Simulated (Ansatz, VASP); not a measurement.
# Bi (Bismuth): VASP beside Ansatz

Aim: how closely do two programs agree when they are given the same cell, functional and k mesh? The cell is taken from a series of runs on this material, whose earlier steps may have relaxed, scaled, displaced or heated it; both programs get it as it stands.

Method: plane waves, with VASP 6.6.1 beside it; zone-centre phonons at LDA, in Ansatz 0.2.0.

**1. Set-up**

The structure is trigonal, space group R-3m (No. 166). Conventional cell: a = 4.532 Å, b = 4.532 Å, c = 11.156 Å, α = 90.00°, β = 90.00°, γ = 120.00°. Nearest to Bi lie 6 Bi at 3.07 to 3.37 Å.

Structure file:

```cif
data_structure
_symmetry_space_group_name_H-M 'P 1'
_symmetry_Int_Tables_number 1
_cell_length_a 4.5468
_cell_length_b 4.5468
_cell_length_c 4.5468
_cell_angle_alpha 59.783
_cell_angle_beta 59.783
_cell_angle_gamma 59.783
_cell_volume 66.14
loop_
_atom_site_label
_atom_site_type_symbol
_atom_site_fract_x
_atom_site_fract_y
_atom_site_fract_z
_atom_site_occupancy
Bi1 Bi 0.23844 0.23844 0.23844 1
Bi2 Bi 0.76156 0.76156 0.76156 1
```

**2. Ansatz: zone-centre phonons, LDA**

Ansatz runs on its PAW soft_1 files.

Second derivatives magnify differences that forces hide, and they need a tight electronic threshold.

input.yaml reads:

```yaml
crystal:
  lattice:
    - [2.2659592033, 1.308252156, 3.7185506572]
    - [-2.2659592033, 1.308252156, 3.7185506572]
    - [0.0, -2.6165043119, 3.7185506572]
  atoms:
    - { symbol: Bi, position: [0.2384416037, 0.2384416025, 0.2384416037] }
    - { symbol: Bi, position: [0.7615583963, 0.7615583975, 0.7615583963] }
kpoints:
  mp_grid: { grid: [12, 12, 12] }
hamiltonian:
  xc: lda
  pseudopotentials: { kind: paw, azcp: { folder: soft_1 }, xc_functional: pbe }
scf:
  occupations: { method: methfessel_paxton, width: 0.2 }
output:
  eigenvalues: true
phonons:
  method: dfpt
```

Started as:

```console
$ ansatz run input.yaml --threads 4 --pin off --max-ram 10240MiB --backend cpu --events-out ev --progress --plain --runs-dir out
```

Numbers of over 12 decimals in the logs are rounded to 6 here.

Log:

```text
Engine: ansatz 0.2.0, aarch64-unknown-linux-gnu
Pseudopotentials: kind: paw
Pseudopotential: Bi, paw, valence charge 15, recommended cutoff 420 eV (normal), soft_1/Bi.paw.azcp
Functional definition: SPW92
  exchange = slater_x
  correlation = pw_c
Crystal: 2 atoms, lattice volume = 66.141 Å³
Basis set: ecut = 420 eV, 1267 PW (Γ), exchange–correlation on 64×64×64 points (8 copies of the dense FFT grid, shifted against one another)
Bands: 19, of which v1, the nominal top of the filled ones, is band 15 counted from 1 (14 counted from 0)
Symmetry: 12 space group operations
k-points: 476 of 1728 (irreducible under 2 space group operations, time reversal used)
Non-local potential: Bi, projectors of the file, l = 0: 2, l = 1: 2, l = 2: 2, l = 3: 1
PAW form: soft (Blöchl's): semilocal exchange-correlation on the pseudo side does not see the compensation charge
PAW frozen core: Bi, regenerated for the run's functional, and the local potential with it (the file was generated under x = pbe(κ = 0.804, μ = 0.219515), c = pbe(β = 0.066725))
PAW one-centre angular grid: Bi, 590 points (default); XC on 64 Gauss nodes
Initial density: superposition of atomic densities (chi_scale 0.1, normalization cell)
Initial wavefunctions: pseudopotential atomic-orbital guess
Functional: x = slater, c = lda
SCF iter   1: F=—  HF=-24175.701475 eV  |F-HF|=—  |Δ(HF+E_count)|=         —  Δρ=1.13e-2  dr2=7.26e-2  ethr=3.10e-3  ⟨swp⟩=5.5  Hψ=43534  notcnv=0
preconditioner: auto → Kerker (q_TF=auto, 2.391 Å⁻¹)  [metal: Δε(μ)=0.035 eV  Ē_g=20.344 eV  σ=0.200 eV  W_gap=0.14  n_scr=14 (ndim 8)  ℏωp=25.0 eV  f_vac=0.000  D(μ)=0.22/eV (n_scr^D=0)]
SCF iter   2: F=—  HF=-24175.685762 eV  |F-HF|=—  |Δ(HF+E_count)|=   1.57e-2  S|Δr|=    0.00e0  Δρ=7.08e-3  dr2=3.00e-2  ethr=2.42e-4  ⟨swp⟩=1.0  Hψ=12852  notcnv=0
SCF iter   3: F=—  HF=-24175.679337 eV  |F-HF|=—  |Δ(HF+E_count)|=   6.43e-3  S|Δr|=    0.00e0  Δρ=1.03e-3  dr2=1.13e-3  ethr=9.99e-5  ⟨swp⟩=2.0  Hψ=16188  notcnv=0
SCF iter   4: F=—  HF=-24175.679193 eV  |F-HF|=—  |Δ(HF+E_count)|=   1.44e-4  S|Δr|=    0.00e0  Δρ=3.28e-4  dr2=1.11e-4  ethr=3.75e-6  ⟨swp⟩=3.0  Hψ=16695  notcnv=0
SCF iter   5: F=—  HF=-24175.679195 eV  |F-HF|=—  |Δ(HF+E_count)|=   2.38e-6  S|Δr|=    0.00e0  Δρ=1.53e-4  dr2=1.89e-5  ethr=3.69e-7  ⟨swp⟩=2.0  Hψ=14321  notcnv=0
SCF iter   6: F=—  HF=-24175.679186 eV  |F-HF|=—  |Δ(HF+E_count)|=   9.36e-6  S|Δr|=    0.00e0  Δρ=1.96e-5  dr2=3.42e-7  ethr=6.30e-8  ⟨swp⟩=2.0  Hψ=16190  notcnv=0
SCF iter   7: F=—  HF=-24175.679185 eV  |F-HF|=—  |Δ(HF+E_count)|=   1.24e-6  S|Δr|=    0.00e0  Δρ=4.65e-6  dr2=2.26e-8  ethr=1.14e-9  ⟨swp⟩=2.0  Hψ=11536  notcnv=0
SCF iter   8: F=—  HF=-24175.679185 eV  |F-HF|=—  |Δ(HF+E_count)|=   3.84e-9  S|Δr|=    0.00e0  Δρ=1.41e-6  dr2=1.87e-9  ethr=7.54e-11  ⟨swp⟩=2.5  Hψ=16573  notcnv=0
SCF iter   9: F=—  HF=-24175.679185 eV  |F-HF|=—  |Δ(HF+E_count)|=  4.37e-10  S|Δr|=    0.00e0  Δρ=2.45e-7  dr2=5.93e-11  ethr=6.25e-12  ⟨swp⟩=3.0  Hψ=16248  notcnv=0
SCF iter  10: F=-24175.679185 eV  HF=-24175.679185 eV  |F-HF|=3.64e-12  |Δ(HF+E_count)|=  7.28e-12  S|Δr|=    0.00e0  Δρ=8.18e-8  dr2=9.73e-12  ethr=1.00e-12  ⟨swp⟩=5.6  Hψ=35557  notcnv=0
SCF 1 converged in 10 iterations: F = -24175.679185 eV  dr2 = 9.73e-12
  greatest PAW one-centre occupation: 0.988 electrons in one spin orbital (limit 2), on the Bi atom at site 1 (counted from 0), in its partial waves of l = 2
DFPT response loops at Γ: preconditioner auto → Kerker (q_TF=auto, 2.391 Å⁻¹) (partly filled bands, converged f_vac=0.000); β = 1.00, the filter's whole step (`scf.mixing.beta` (0.50) is not read by the response loops under this deck's `scf.mixing.preconditioner`; to damp them name `kerker` or `kerker_dos`, under which they read `scf.mixing.beta`, and type it under 1.00, their step now; both keys bind the ground state too); Broyden in place of MSR1
SCF converged after 10 iterations
Stability not checked: this state was not tested for a lower state beside it, because cold or Methfessel-Paxton smearing, or corrected tetrahedra, fill the levels in a way that the test cannot read (fill_not_monotonic; see scf.lower_state_search)
Free energy (F): -24175.679185 eV
Harris-Foulkes:  -24175.679185 eV  (|F-HF|=3.64e-12)
Internal energy: -24175.681423 eV  (E = F + TS)
E sigma→0 (E₀):  -24175.679744 eV
Entropy (-TS):   0.002238 eV (1.119 meV/atom)
Fermi energy:    10.304217 eV
--- Per-component energies (eV) ---
  E_band       = -200.131534
  E_kinetic    = 511.512192
  E_local      = -2619.356752  (includes V_loc(G=0)·N_el)
  E_nonlocal   = 825.220749
  E_hartree    = 971.274702
  E_xc         = -301.988808
  E_vxc        = -263.797229  (∫ρ·V_xc dr)
  E_paw        = -20705.232765  (= ΣΔE_a)
  E_vpaw       = -596.260319  (= ΣTr[D̂ρ^β])
  E_aug_tail   = 0.000430  (compensation charges beyond the density's cutoff)
  E_ewald      = -2857.101529
  E_core_change = -0.009642  (= ΣΔE_core)
  E_smearing   = 0.002238  (= −TS)
  E_closure    = -0.000000  (closes the sum)
  Σ components = -24175.679185   (vs F -24175.679185, Δ=0.00e0)
--- Band table (eV; the first three rows and the last of 476) ---
  k-point 0: bands = [... 11 lower, 2.9659, 8.8709, 8.8709, 9.0026, 13.1975, 13.4952, 13.4952, 15.8729]
  k-point 1: bands = [... 11 lower, 2.7790, 8.8854, 8.9249, 9.0306, 12.9938, 13.1604, 13.2796, 15.5059]
  k-point 2: bands = [... 11 lower, 2.2749, 8.9328, 9.0228, 9.1371, 12.3395, 12.6277, 12.7532, 15.3219]
  k-point 475: bands = [... 11 lower, -0.0674, 9.3605, 9.6754, 9.6754, 10.5742, 10.5742, 10.6553, 18.0003]
--- Phonons (Γ-DFPT): 2 representative perturbations + reference, on 476 of 1728 k-points (Σ response iterations 4) ---
  k mesh reduced under 2 symmetry operations, with k and −k counted as one. Each operation leaves every solved perturbation unchanged. A smaller set is not used because it would not reduce the number of displacements times k-points to solve
  ASR residual: 3.932e-4 → 0.000e0 eV/Å²; symmetrization residual: 2.763e-5 eV/Å²
  ASR residual per site (eV/Å²): 3.93e-4 3.93e-4
  Γ frequencies (cm⁻¹): 0.00 0.00 0.00 52.09 52.09 94.61
  non-analytic LO–TO correction: not included (Born effective charges unavailable; polar crystals: no LO–TO splitting at Γ)
```

The column dr2 measures how far the density is from self-consistency, as an energy; F and HF (Harris–Foulkes) agree once it is small.

**3. VASP: zone-centre phonons, LDA**

The same cell, functional (in two slightly different forms), mesh and smearing now go to VASP, with its own data sets.

Lines of VASP's logs that name or quote its potential files are left out, and so is its time.

INCAR reads:

```
SYSTEM = Bi
PREC = Accurate
ENCUT = 500
EDIFF = 1E-08
NELM = 120
ISMEAR = 1
SIGMA = 0.2
LREAL = .FALSE.
ALGO = Normal
GGA = CA
NBANDS = 21
LORBIT = 11
LWAVE = .FALSE.
LCHARG = .FALSE.
ISIF = 2
IBRION = 8
LASPH = .TRUE.
GGA_COMPAT = .FALSE.
KPAR = 2
```

POSCAR reads:

```
Bi
1.0
    2.2659592033      1.3082521560      3.7185506572
   -2.2659592033      1.3082521560      3.7185506572
    0.0000000000     -2.6165043119      3.7185506572
Bi
2
Direct
    0.2384416037      0.2384416025      0.2384416037
    0.7615583963      0.7615583975      0.7615583963
```

KPOINTS reads:

```
Automatic mesh
0
Gamma
12 12 12
0 0 0
```

PAW data sets: Bi_d (LDA family, release 64).

Started as:

```console
$ mpirun -np 2 vasp_std
```

Log:

```text
[banner, memory and clock lines left out]
running    2 mpi-ranks, on    1 nodes
 distrk:  each k-point on    1 cores,    2 groups
 distr:  one band on    1 cores,    1 groups

 POSCAR found type information on POSCAR Bi
 POSCAR found :  1 types and       2 ions
 LDA part: xc-table for (Slater(with rela. corr.)+CA(PZ))
 , standard interpolation
 POSCAR, INCAR and KPOINTS ok, starting setup
 FFT: planning ... GRIDC
 FFT: planning ... GRID_SOFT
 FFT: planning ... GRID
 WAVECAR not read
 entering main loop
       N       E                     dE             d eps       ncg     rms          rms(c)
DAV:   1     0.301778622404E+03    0.30178E+03   -0.16106E+04  7943   0.170E+03
DAV:   2     0.160764911794E+02   -0.28570E+03   -0.27982E+03  8013   0.442E+02
DAV:   3    -0.826142955477E+01   -0.24338E+02   -0.23985E+02  9465   0.146E+02
DAV:   4    -0.909994241811E+01   -0.83851E+00   -0.83795E+00  9412   0.298E+01
DAV:   5    -0.913859737237E+01   -0.38655E-01   -0.38654E-01 11295   0.571E+00    0.104E+00
DAV:   6    -0.912448476513E+01    0.14113E-01   -0.18931E-02 10320   0.155E+00    0.599E-01
DAV:   7    -0.911810355497E+01    0.63812E-02   -0.11435E-02 10336   0.125E+00    0.106E-01
DAV:   8    -0.911800217501E+01    0.10138E-03   -0.11640E-03  9135   0.436E-01    0.151E-02
DAV:   9    -0.911800522473E+01   -0.30497E-05   -0.53698E-05 11453   0.697E-02    0.633E-03
DAV:  10    -0.911800530501E+01   -0.80282E-07   -0.27490E-06 10578   0.135E-02    0.142E-03
DAV:  11    -0.911800533490E+01   -0.29891E-07   -0.15510E-07 10001   0.304E-03    0.464E-04
DAV:  12    -0.911800533864E+01   -0.37435E-08   -0.14778E-08  7298   0.106E-03
   1 F= -.91180053E+01 E0= -.91187704E+01  d E =0.229509E-02
 Linear response reoptimize wavefunctions to high precision
DAV:   1    -0.911800533837E+01    0.27285E-09   -0.27561E-09  5884   0.610E-04
DAV:   2    -0.911800533843E+01   -0.60481E-10   -0.52549E-10  5099   0.251E-04
 Linear response DOF=           2
 Linear response progress:
  Degree of freedom:   1/  2
       N       E                     dE             d eps       ncg     rms          rms(c)
RMM:   1    -0.331057185083E+00   -0.33106E+00    0.22887E-01 48322   0.842E+00
RMM:   2    -0.339852633612E+00   -0.87954E-02   -0.20744E-02 62300   0.120E+00    0.465E-02
RMM:   3    -0.340091303294E+00   -0.23867E-03   -0.17410E-03 66867   0.338E-01    0.264E-02
RMM:   4    -0.340012388237E+00    0.78915E-04   -0.14246E-04 69103   0.104E-01    0.608E-03
RMM:   5    -0.340023167973E+00   -0.10780E-04   -0.21160E-05 65577   0.344E-02    0.234E-03
RMM:   6    -0.340028010663E+00   -0.48427E-05   -0.32416E-06 68805   0.151E-02    0.100E-03
RMM:   7    -0.340026253689E+00    0.17570E-05   -0.12465E-06 67820   0.514E-03    0.316E-04
RMM:   8    -0.340022217287E+00    0.40364E-05    0.11438E-06 69807   0.194E-03    0.110E-04
RMM:   9    -0.340020413018E+00    0.18043E-05    0.12735E-06 69820   0.849E-04    0.271E-05
RMM:  10    -0.340020346546E+00    0.66472E-07    0.68210E-07 72091   0.416E-04    0.181E-05
RMM:  11    -0.340020107142E+00    0.23940E-06    0.45527E-07 70676   0.256E-04    0.926E-06
RMM:  12    -0.340019718183E+00    0.38896E-06    0.29855E-07 69815   0.176E-04    0.508E-06
RMM:  13    -0.340019862718E+00   -0.14453E-06    0.12961E-07 66645   0.130E-04    0.335E-06
RMM:  14    -0.340019786413E+00    0.76306E-07    0.10453E-07 68058   0.106E-04    0.132E-06
RMM:  15    -0.340019753110E+00    0.33303E-07    0.49756E-08 77700   0.961E-05    0.442E-07
RMM:  16    -0.340019754676E+00   -0.15656E-08    0.59751E-08 73806   0.911E-05    0.604E-07
 first order change of Fermi-energy  -0.10816E-04
 force on displaced ion       1 direction 1 :  -1.106   0.000   0.000
 Linear response progress:
  Degree of freedom:   2/  2
       N       E                     dE             d eps       ncg     rms          rms(c)
RMM:   1    -0.330546674064E+00   -0.33055E+00    0.27187E-01 10504   0.858E+00
RMM:   2    -0.339226753726E+00   -0.86801E-02   -0.19834E-02 13583   0.119E+00    0.395E-02
RMM:   3    -0.339370443383E+00   -0.14369E-03   -0.16422E-03 14575   0.327E-01    0.219E-02
RMM:   4    -0.339205035507E+00    0.16541E-03   -0.13874E-04 14843   0.104E-01    0.545E-03
RMM:   5    -0.339214775182E+00   -0.97397E-05   -0.17126E-05 14815   0.321E-02    0.312E-03
RMM:   6    -0.339226697837E+00   -0.11923E-04   -0.30341E-06 14292   0.141E-02    0.788E-04
RMM:   7    -0.339228187362E+00   -0.14895E-05   -0.40227E-07 14726   0.456E-03    0.522E-04
RMM:   8    -0.339225851545E+00    0.23358E-05   -0.41068E-08 13499   0.169E-03    0.777E-05
RMM:   9    -0.339225401296E+00    0.45025E-06   -0.31069E-08 15344   0.779E-04    0.520E-05
RMM:  10    -0.339225179966E+00    0.22133E-06    0.14621E-08 14894   0.326E-04    0.328E-05
RMM:  11    -0.339225039005E+00    0.14096E-06    0.20999E-08 14794   0.197E-04    0.762E-06
RMM:  12    -0.339225048022E+00   -0.90162E-08    0.30640E-09 15672   0.133E-04    0.199E-06
 first order change of Fermi-energy   0.34195E+00
 force on displaced ion       1 direction 3 :   0.000  -0.000  -3.498
 Linear response finished
```

OUTCAR, selected parts (step 3):

```text
ion  position               nearest neighbor table
   1  0.238  0.238  0.238-   2 3.07   2 3.07   2 3.07   2 3.37   2 3.37   2 3.37
   2  0.762  0.762  0.762-   1 3.07   1 3.07   1 3.07   1 3.37   1 3.37   1 3.37

  LATTYP: Found a trigonal (rhomboedric) cell.
 ALAT       =     4.5468355815
 COS(alpha) =     0.5032753999

 Subroutine GETGRP returns: Found 12 space group operations
 (whereof 12 operations were pure point group operations)

The static configuration has the point symmetry D_3d.

 Found    189 irreducible k-points:

   k-points           NKPTS =    189   k-points in BZ     NKDIM =    189   number of bands    NBANDS=     21

   dimension x,y,z NGX =    36 NGY =   36 NGZ =   36
   dimension x,y,z NGXF=    72 NGYF=   72 NGZF=   72

   ENCUT  =  500.0 eV  36.75 Ry    6.06 a.u.   8.29  8.29  8.29*2*pi/ulx,y,z

   NELECT =      30.0000    total number of electrons

 k-points in reciprocal lattice and weights: Automatic mesh
   0.00000000  0.00000000  0.00000000       0.001
   0.08333333  0.00000000 -0.00000000       0.003
   0.16666667  0.00000000 -0.00000000       0.003
   0.25000000  0.00000000  0.00000000       0.003
   0.33333333  0.00000000  0.00000000       0.003
   0.41666667  0.00000000 -0.00000000       0.003
   0.50000000  0.00000000  0.00000000       0.002
   0.08333333  0.08333333 -0.00000000       0.003
   0.16666667  0.08333333  0.00000000       0.007
[...]
-0.41666667  0.50000000  0.41666667       0.003
   0.50000000  0.50000000  0.50000000       0.001

 average (electrostatic) potential at core
       1-104.0570       2-104.0570

  Total        0.0342155      0.0342155      0.4799778      0.0000000      0.0000000      0.0000000
  in kB        0.8288281      0.8288281     11.6268812      0.0000000      0.0000000      0.0000000
  external PRESSURE =       4.4281792 kB  Pullay stress =       0.0000000 kB

  energy-cutoff  :      500.00
  volume of cell :       66.14
      direct lattice vectors                 reciprocal lattice vectors
     2.265959203  1.308252156  3.718550657     0.220657106  0.127396440  0.089640660
    -2.265959203  1.308252156  3.718550657    -0.220657106  0.127396440  0.089640660
     0.000000000 -2.616504312  3.718550657     0.000000000 -0.254792879  0.089640660

 POSITION                                       TOTAL-FORCE (eV/Angst)
 -----------------------------------------------------------------------------------
      0.00000     -0.00000      2.65997         0.000000      0.000000      0.016042
     -0.00000      0.00000      8.49568         0.000000     -0.000000     -0.016042
 -----------------------------------------------------------------------------------
    total drift:                               -0.000000     -0.000000      0.000000

 Eigenvectors and eigenvalues of the dynamical matrix
 ----------------------------------------------------

   1 f  =    2.860434 THz    17.972636 2PiTHz   95.413804 cm-1    11.829799 meV
             X         Y         Z           dx          dy          dz
      0.000000 -0.000000  2.659972    -0.000000    0.000000    0.707107
     -0.000000  0.000000  8.495680     0.000000   -0.000000   -0.707107

   2 f  =    1.608517 THz    10.106612 2PiTHz   53.654358 cm-1     6.652290 meV
             X         Y         Z           dx          dy          dz
      0.000000 -0.000000  2.659972     0.707107    0.000000   -0.000000
     -0.000000  0.000000  8.495680    -0.707107   -0.000000   -0.000000

   3 f  =    1.608517 THz    10.106612 2PiTHz   53.654358 cm-1     6.652290 meV
             X         Y         Z           dx          dy          dz
      0.000000 -0.000000  2.659972    -0.000000    0.707107   -0.000000
     -0.000000  0.000000  8.495680     0.000000   -0.707107    0.000000

   4 f  =    0.000000 THz     0.000000 2PiTHz    0.000000 cm-1     0.000000 meV
             X         Y         Z           dx          dy          dz
      0.000000 -0.000000  2.659972     0.707107   -0.000002   -0.000001
     -0.000000  0.000000  8.495680     0.707107   -0.000002   -0.000001

   5 f/i=    0.000000 THz     0.000000 2PiTHz    0.000000 cm-1     0.000000 meV
             X         Y         Z           dx          dy          dz
      0.000000 -0.000000  2.659972    -0.000003   -0.681902   -0.187108
     -0.000000  0.000000  8.495680    -0.000003   -0.681902   -0.187108

   6 f/i=    0.000000 THz     0.000000 2PiTHz    0.000001 cm-1     0.000000 meV
             X         Y         Z           dx          dy          dz
      0.000000 -0.000000  2.659972    -0.000000   -0.187108    0.681902
     -0.000000  0.000000  8.495680    -0.000000   -0.187108    0.681902

 ELASTIC MODULI CONTR FROM IONIC RELAXATION (kBar)
 Direction    XX          YY          ZZ          XY          YZ          ZX
 --------------------------------------------------------------------------------
 XX        -150.7879     59.3716    -81.0218      0.0000    233.3863     -0.0000
 YY          59.3716   -150.7879    -81.0218     -0.0000   -233.3863      0.0000
 ZZ         -81.0218    -81.0218   -143.6186      0.0000     -0.0000     -0.0000
 XY           0.0000     -0.0000      0.0000   -105.0798     -0.0000    230.9155
 YZ         233.3863   -233.3863     -0.0000     -0.0000   -518.3602      0.0000
 ZX          -0.0000      0.0000     -0.0000    230.9155      0.0000   -507.4427
 --------------------------------------------------------------------------------
```

**4. Differences**

Known differences besides the potentials themselves: the two LDA forms differ slightly; the cutoff is 420 eV in Ansatz and 500 eV in VASP; VASP's log shows a relativistic correction to its local exchange, Ansatz's none. Total energies have different zeros and are not compared.

Both answers:

```tsv
quantity	Ansatz	VASP	difference
optical mode 1 to 2 (cm⁻¹)	52.1	53.7	-2.92 %
optical mode 3 (cm⁻¹)	94.6	95.4	-0.84 %
```

Modes are paired by rising frequency, not by their patterns, so a pair may set unlike modes beside each other; they are those without the splitting of longitudinal modes.

**5. Outcome**

- r.m.s. difference of the optical zone-centre modes, each program's sorted by frequency (zone-centre phonons, LDA): 1.4 cm⁻¹
- difference in optical mode 1 to 2 (zone-centre phonons, LDA): -2.9 %

What this shows: The r.m.s. difference of the optical zone-centre modes, each program's sorted by frequency is 1.4 cm⁻¹ (zone-centre phonons, LDA). Among the rows given in per cent, the largest difference of the zone-centre phonons, LDA pair is in optical mode 1 to 2, -2.9 %. Such differences can come from data sets, numerical settings and the points named under the comparisons, not from the functional's error against experiment.

[Lines on the potential files, build, host, timing and source positions are cut from VASP's logs without a mark.]

[Logs are printed without paths, hosts, clocks, repeated set-up lines and the standing remarks that a program may print on its own settings, such as how far it seeks lower states.]

[Hosts, paths, dates, database ids (printed as entryN), source tags and the programs' standing remarks are cut or masked in the printed files.]
